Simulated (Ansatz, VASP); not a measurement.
## Cross-check of C4S5O between VASP and Ansatz

One calculation is typed for both programs; each brings its own data sets. How far apart do they land? The cell is taken from a series of runs on this material, whose earlier steps may have relaxed, scaled, displaced or heated it; both programs get it as it stands.

Method: plane waves, with VASP 6.6.1 beside it; PBE, LDA and PBEsol, in Ansatz 0.2.0.

## (1) Starting point

Symmetry: Pc, No. 7, monoclinic system. Conventional cell: a = 3.964 Å, b = 11.021 Å, c = 8.832 Å, α = 90.00°, β = 104.76°, γ = 90.00°. Nearest to C lie 3 S at 1.65 to 1.74 Å. Nearest to C lie 1 C at 1.37 Å and 2 S at 1.73 Å. Nearest to C lie 1 O at 1.21 Å and 2 S at 1.80 Å. Nearest to S lie 1 C at 1.65 Å. Nearest to S lie 2 C at 1.73 to 1.74 Å. Farther neighbours and most contacts between anions are not listed.

## (2) VASP: single point, PBE

A single point takes one fixed geometry, so differences don't come from the geometry; what else differs is listed under the comparison.

Lines of VASP's logs that name or quote its potential files are left out, and so is its time.

Input file INCAR:

```
SYSTEM = C4S5O
PREC = Accurate
ENCUT = 600
EDIFF = 1E-06
NELM = 120
ISMEAR = -1
SIGMA = 0.02
LREAL = .FALSE.
ALGO = Normal
GGA = PE
NBANDS = 72
LORBIT = 11
LWAVE = .FALSE.
LCHARG = .FALSE.
ISIF = 2
LASPH = .TRUE.
GGA_COMPAT = .FALSE.
EFERMI = MIDGAP
KPAR = 4
```

Input file POSCAR:

```
C4S5O
1.0
    3.9638000000      0.0000000000      0.0000000000
    0.0000000000     11.0211000000      0.0000000000
   -2.2503537532      0.0000000000      8.5408209769
C S O
8 10 2
Direct
    0.9954444397      0.1796739709      0.3639247569
    0.9954444397      0.8203260291      0.8639247569
    0.4303161322      0.2017070410      0.6372972353
    0.4303161322      0.7982929590      0.1372972353
    0.7934383888      0.3409955639      0.8579692616
    0.7934383888      0.6590044361      0.3579692616
    0.3676703384      0.3173331213      0.5811982461
    0.3676703384      0.6826668787      0.0811982461
    0.7175656305      0.1290236316      0.2041229421
    0.7175656305      0.8709763684      0.7041229421
    0.2162793335      0.0863359043      0.5167550488
    0.2162793335      0.9136640957      0.0167550488
    0.7019628428      0.1818984020      0.8234195846
    0.7019628428      0.8181015980      0.3234195846
    0.0945683707      0.3332646569      0.3947420537
    0.0945683707      0.6667353431      0.8947420537
    0.5678526524      0.4359530879      0.6984529155
    0.5678526524      0.5640469121      0.1984529155
    0.9897318710      0.3802644671      0.9759479553
    0.9897318710      0.6197355329      0.4759479553
```

Input file KPOINTS:

```
Automatic mesh
0
Gamma
6 2 4
0 0 0
```

PAW data sets: C, S and O (PBE family, release 64).

The run is started by

```
$ mpirun -np 4 vasp_std
```

Numbers of over 12 decimals in the logs are rounded to 6 here.

The program printed:

```text
[banner, memory and clock lines left out]
running    4 mpi-ranks, on    1 nodes
 distrk:  each k-point on    1 cores,    4 groups
 distr:  one band on    1 cores,    1 groups

 POSCAR found type information on POSCAR C S O
 POSCAR found :  3 types and      20 ions
|                                                                             |
|               ----> ADVICE to this user running VASP <----                  |
|                                                                             |
|     You have a (more or less) 'large supercell' and for larger cells it     |
|     might be more efficient to use real-space projection operators.         |
|     Therefore, try LREAL= Auto in the INCAR file.                           |
|     Mind: For very accurate calculation, you might also keep the            |
|     reciprocal projection scheme (i.e. LREAL=.FALSE.).                      |
|                                                                             |

 LDA part: xc-table for (Slater+PW92), standard interpolation
 POSCAR, INCAR and KPOINTS ok, starting setup
 FFT: planning ... GRIDC
 FFT: planning ... GRID_SOFT
 FFT: planning ... GRID
 WAVECAR not read
 entering main loop
       N       E                     dE             d eps       ncg     rms          rms(c)
DAV:   1     0.656696143360E+03    0.65670E+03   -0.50844E+04  4032   0.141E+03
DAV:   2    -0.651448590574E+02   -0.72184E+03   -0.69565E+03  5040   0.268E+02
DAV:   3    -0.129620977240E+03   -0.64476E+02   -0.63605E+02  4800   0.842E+01
DAV:   4    -0.131261592348E+03   -0.16406E+01   -0.16286E+01  5232   0.145E+01
DAV:   5    -0.131305730521E+03   -0.44138E-01   -0.44094E-01  5192   0.229E+00    0.480E+01
DAV:   6    -0.123167877609E+03    0.81379E+01   -0.24325E+01  4472   0.224E+01    0.232E+01
DAV:   7    -0.123114133688E+03    0.53744E-01   -0.65638E+00  5000   0.956E+00    0.122E+01
DAV:   8    -0.123074954098E+03    0.39180E-01   -0.68780E-01  4720   0.312E+00    0.260E+00
DAV:   9    -0.123050001914E+03    0.24952E-01   -0.17573E-01  5032   0.196E+00    0.143E+00
DAV:  10    -0.123049965492E+03    0.36423E-04   -0.34847E-02  4864   0.733E-01    0.748E-01
DAV:  11    -0.123050120046E+03   -0.15455E-03   -0.52934E-03  4832   0.252E-01    0.272E-01
DAV:  12    -0.123050319682E+03   -0.19964E-03   -0.40676E-04  5080   0.756E-02    0.598E-02
DAV:  13    -0.123050351247E+03   -0.31565E-04   -0.88320E-05  5280   0.367E-02    0.254E-02
DAV:  14    -0.123050358055E+03   -0.68079E-05   -0.19283E-05  4656   0.173E-02    0.110E-02
DAV:  15    -0.123050359078E+03   -0.10232E-05   -0.30155E-06  4480   0.683E-03    0.462E-03
DAV:  16    -0.123050359533E+03   -0.45435E-06   -0.63395E-07  2952   0.320E-03
   1 F= -.12305036E+03 E0= -.12305036E+03  d E =-.189507E-18
```

OUTCAR, selected parts (step 2):

```text
ion  position               nearest neighbor table
   1  0.995  0.180  0.364-   9 1.65  15 1.74  11 1.74
   2  0.995  0.820  0.864-  10 1.65  16 1.74  12 1.74
   3  0.430  0.202  0.637-   7 1.37  13 1.73  11 1.73
   4  0.430  0.798  0.137-   8 1.37  14 1.73  12 1.73
   5  0.793  0.341  0.858-  19 1.21  17 1.80  13 1.80
   6  0.793  0.659  0.358-  20 1.21  18 1.80  14 1.80
   7  0.368  0.317  0.581-   3 1.37  17 1.73  15 1.73
   8  0.368  0.683  0.081-   4 1.37  18 1.73  16 1.73
   9  0.718  0.129  0.204-   1 1.65
  10  0.718  0.871  0.704-   2 1.65
  11  0.216  0.086  0.517-   3 1.73   1 1.74
  12  0.216  0.914  0.017-   4 1.73   2 1.74
  13  0.702  0.182  0.823-   3 1.73   5 1.80
  14  0.702  0.818  0.323-   4 1.73   6 1.80
  15  0.095  0.333  0.395-   7 1.73   1 1.74
  16  0.095  0.667  0.895-   8 1.73   2 1.74
  17  0.568  0.436  0.698-   7 1.73   5 1.80
  18  0.568  0.564  0.198-   8 1.73   6 1.80
  19  0.990  0.380  0.976-   5 1.21
  20  0.990  0.620  0.476-   6 1.21

  LATTYP: Found a simple monoclinic cell.
 ALAT       =     3.9638000000
 B/A-ratio  =     2.7804379636
 C/A-ratio  =     2.1976386296
 COS(beta)  =    -0.1966991444

 Subroutine GETGRP returns: Found  2 space group operations
 (whereof  1 operations were pure point group operations)

The static configuration has the point symmetry C_1 .
 The point group associated with its full space group is C_1h.

 Found     28 irreducible k-points:

   k-points           NKPTS =     28   k-points in BZ     NKDIM =     28   number of bands    NBANDS=     72

   dimension x,y,z NGX =    32 NGY =   90 NGZ =   72
   dimension x,y,z NGXF=    64 NGYF=  180 NGZF=  144

   ENCUT  =  600.0 eV  44.10 Ry    6.64 a.u.   7.92 22.01 17.64*2*pi/ulx,y,z

   NELECT =     104.0000    total number of electrons

 k-points in reciprocal lattice and weights: Automatic mesh
   0.00000000  0.00000000  0.00000000       0.021
   0.16666667  0.00000000  0.00000000       0.042
   0.33333333  0.00000000  0.00000000       0.042
   0.50000000  0.00000000  0.00000000       0.021
   0.00000000  0.50000000  0.00000000       0.021
   0.16666667  0.50000000  0.00000000       0.042
   0.33333333  0.50000000  0.00000000       0.042
   0.50000000  0.50000000  0.00000000       0.021
   0.00000000  0.00000000  0.25000000       0.042
[...]
0.33333333  0.50000000  0.50000000       0.042
   0.50000000  0.50000000  0.50000000       0.021

 average (electrostatic) potential at core
       1 -54.0934       2 -54.0934       3 -53.5983       4 -53.5983       5 -54.9373
       6 -54.9373       7 -53.6083       8 -53.6083       9 -88.4366      10 -88.4366
      11 -90.4829      12 -90.4829      13 -90.2954      14 -90.2954      15 -90.4992
      16 -90.4992      17 -90.3077      18 -90.3077      19 -73.7552      20 -73.7552

 E-fermi :   3.0162

 k-point     1 :       0.0000    0.0000    0.0000
  band No.  band energies     occupation
    ...
     48       0.7130      2.00000
     49       1.3461      2.00000
     50       1.7406      2.00000
     51       1.8162      2.00000
     52       1.8621      2.00000
     53       4.3994      0.00000
     54       4.4444      0.00000
     55       5.0980      0.00000
     56       5.1772      0.00000
     57       5.2131      0.00000
    ...

 k-point     2 :       0.1667    0.0000    0.0000
  band No.  band energies     occupation
    ...
     48       0.7140      2.00000
     49       1.4191      2.00000
     50       1.7255      2.00000
     51       1.9027      2.00000
     52       1.9937      2.00000
     53       4.1830      0.00000
     54       4.5037      0.00000
     55       4.9869      0.00000
     56       5.1645      0.00000
     57       5.2761      0.00000
    ...

 k-point     3 :       0.3333    0.0000    0.0000
  band No.  band energies     occupation
    ...
     48       0.6452      2.00000
     49       1.5274      2.00000
     50       1.6241      2.00000
     51       2.0064      2.00000
     52       2.1319      2.00000
     53       3.9034      0.00000
     54       4.4991      0.00000
     55       4.8773      0.00000
     56       5.0658      0.00000
     57       5.2305      0.00000
    ...

  Total        3.1217646      1.4411991      2.3877544      0.0000000      0.0000000     -0.3280127
  in kB       13.4052354      6.1886833     10.2533064      0.0000000      0.0000000     -1.4085264
  external PRESSURE =       9.9490750 kB  Pullay stress =       0.0000000 kB

  energy-cutoff  :      600.00
  volume of cell :      373.11
      direct lattice vectors                 reciprocal lattice vectors
     3.963800000  0.000000000  0.000000000     0.252283163  0.000000000  0.066472107
     0.000000000 11.021100000  0.000000000     0.000000000  0.090735045  0.000000000
    -2.250353753  0.000000000  8.540820977     0.000000000  0.000000000  0.117084763

 POSITION                                       TOTAL-FORCE (eV/Angst)
 -----------------------------------------------------------------------------------
      3.12678      1.98020      3.10822        -0.029447     -0.028898     -0.052444
      2.00161      9.04090      7.37863        -0.029447      0.028898     -0.052444
      0.27154      2.22303      5.44304         0.019941     -0.121514      0.052474
      1.39672      8.79807      1.17263         0.019941      0.121514      0.052474
      1.21430      3.75815      7.32776        -0.256153     -0.224513     -0.517183
      2.33947      7.26295      3.05735        -0.256153      0.224513     -0.517183
      0.14947      3.49736      4.96391        -0.006488      0.121829     -0.049724
      1.27465      7.52374      0.69350        -0.006488     -0.121829     -0.049724
      2.38494      1.42198      1.74338         0.066662      0.049030      0.125694
      1.25976      9.59912      6.01379         0.066662     -0.049030      0.125694
     -0.30559      0.95152      4.41351         0.002940      0.128495     -0.017690
      0.81958     10.06958      0.14310         0.002940     -0.128495     -0.017690
      0.92945      2.00472      7.03268        -0.041213      0.088082     -0.088211
      2.05463      9.01638      2.76227        -0.041213     -0.088082     -0.088211
     -0.51346      3.67294      3.37142         0.023585     -0.102059      0.089605
     -1.63864      7.34816      7.64183         0.023585      0.102059      0.089605
      0.67909      4.80468      5.96536        -0.004293     -0.114854      0.009811
      1.80427      6.21642      1.69495        -0.004293      0.114854      0.009811
      1.72687      4.19093      8.33540         0.224467      0.203122      0.447667
      2.85205      6.83017      4.06499         0.224467     -0.203122      0.447667
 -----------------------------------------------------------------------------------
    total drift:                               -0.000451     -0.000000     -0.000230

  FREE ENERGIE OF THE ION-ELECTRON SYSTEM (eV)
  ---------------------------------------------------
  free  energy   TOTEN  =      -123.0503595327 eV

  energy  without entropy=     -123.0503595327  energy(sigma->0) =     -123.05035953

 total charge
# of ion       s       p       d       tot
------------------------------------------
    1        0.851   1.575   0.000   2.426
    2        0.851   1.575   0.000   2.426
    3        0.849   1.704   0.000   2.552
    4        0.849   1.704   0.000   2.552
    5        0.868   1.634   0.000   2.502
    6        0.868   1.634   0.000   2.502
    7        0.849   1.707   0.000   2.556
    8        0.849   1.707   0.000   2.556
    9        1.351   2.394   0.000   3.745
   10        1.351   2.394   0.000   3.745
   11        1.358   2.353   0.000   3.711
   12        1.358   2.353   0.000   3.711
   13        1.358   2.352   0.000   3.710
   14        1.358   2.352   0.000   3.710
   15        1.356   2.361   0.000   3.717
   16        1.356   2.361   0.000   3.717
   17        1.356   2.364   0.000   3.721
   18        1.356   2.364   0.000   3.721
   19        1.590   3.541   0.000   5.131
   20        1.590   3.541   0.000   5.131
--------------------------------------------------
tot         23.572  43.970   0.000  67.542

[... 3 further parts left out ...]
```

The run ends at a pressure of 0.99 GPa, with forces up to 0.62 eV/Å.

(Part 1 of 3 ends here.)

[Lines on the potential files, build, host, timing and source positions are cut from VASP's logs without a mark.]

[Logs are printed without paths, hosts, clocks, repeated set-up lines and the standing remarks that a program may print on its own settings, such as how far it seeks lower states.]

[Hosts, paths, dates, database ids (printed as entryN), source tags and the programs' standing remarks are cut or masked in the printed files.]
